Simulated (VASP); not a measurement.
Data:

```xyz
3
Lattice="-1.5834 1.5834 2.0666 1.5834 -1.5834 2.0666 1.5834 1.5834 -2.0666" Properties=species:S:1:pos:R:3 pbc="T T T"
H      0.0000     1.5834     1.0333
H      1.5834     0.0000     1.0333
Ti     0.0000     0.0000     0.0000
```

Computed with PBEsol GGA, VASP's PBE PAW potentials (set 64) (plane waves; VASP). Numerical set-up: 530 eV cut-off, 12×12×12 Γ-centred mesh, first-order Methfessel-Paxton smearing of 0.10 eV, potentials H Ti_sv.

Finite-difference elastic constants of metals are sensitive to mesh and smearing; shear constants can be off by tens of GPa.

**Question.** Give the elastic stiffness tensor with the ions relaxed (GPa, in the frame of the cell).

**Answer.** 
|  | xx | yy | zz | yz | xz | xy |
|---|---|---|---|---|---|---|
| xx | 240 | 110 | 134 | 0.0 | 0.0 | 0.0 |
| yy | 110 | 240 | 134 | 0.0 | 0.0 | 0.0 |
| zz | 134 | 134 | 169 | 0.0 | 0.0 | 0.0 |
| yz | 0.0 | 0.0 | 0.0 | 21.0 | 0.0 | 0.0 |
| xz | 0.0 | 0.0 | 0.0 | 0.0 | 21.0 | 0.0 |
| xy | 0.0 | 0.0 | 0.0 | 0.0 | 0.0 | 11.4 |

**Question.** What does the run give for the Hill bulk modulus, Hill shear modulus, Young's modulus, Poisson's ratio?

**Answer.** 
The Hill bulk modulus is 155 GPa and the Hill shear modulus is 24.8 GPa. The Young's modulus comes out as 70.7 GPa and the Poisson's ratio comes out as 0.424.

The structure comes from a measured TiH2 entry (I4/mmm) of the Crystallography Open Database, whose conditions weren't checked. It was relaxed first.
